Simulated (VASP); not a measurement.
An input for Ansatz (written as the equivalent of a VASP run, and not itself run):

Ansatz 0.2 input:
```yaml
crystal:
  lattice:
    - [0.0000000, 2.7356119, 2.7356119]
    - [2.7356119, 0.0000000, 2.7356119]
    - [2.7356119, 2.7356119, 0.0000000]
  atoms:
    - { symbol: Al, position: [0.0000000, 0.0000000, 0.0000000] }
    - { symbol: P, position: [0.2500000, 0.2500000, 0.2500000] }
kpoints:
  mp_grid: { grid: [8, 8, 8] }
hamiltonian:
  xc: pbesol
  pseudopotentials: { kind: paw }
scf:
  occupations: { method: gaussian, width: 0.05 }
  max_iter: 100
relax:
  max_steps: 40
  f_tol: 0.02
  cell: {}
output: { forces: true, stress: true, eigenvalues: true }
```

Problem. Write the VASP files for the same calculation (PBEsol).

Solution. One answer among several that fit: 
### INCAR
```
ALGO = Normal
EDIFF = 1E-6
EDIFFG = -0.02
ENCUT = 500
GGA = PS
IBRION = 2
ISIF = 3
ISMEAR = 0
LASPH = .TRUE.
LCHARG = .FALSE.
LREAL = .FALSE.
LWAVE = .FALSE.
NELM = 100
NSW = 40
PREC = Accurate
SIGMA = 0.05
SYSTEM = AlP
```

**POSCAR**
```
AlP
1
    0.0000000000     2.7356119442     2.7356119442
    2.7356119442     0.0000000000     2.7356119442
    2.7356119442     2.7356119442     0.0000000000
Al P
1 1
Direct
  0.0000000000   0.0000000000   0.0000000000
  0.2500000000   0.2500000000   0.2500000000
```

### KPOINTS
```
kpoints
0
Gamma
  8 8 8
0 0 0
```

POTCAR, in this order: Al P (PBE.64 set). Program: vasp_std.

Limits of the translation: each code has its own PAW files, so the cut-off isn't converted (ENCUT is set for VASP's; basis.ecutwfc is left out, and Ansatz then takes the one that its files recommend); Ansatz stops its SCF on the density residual and VASP on the energy change (EDIFF).

The compound is AlP in the zinc blende structure. It was relaxed first.
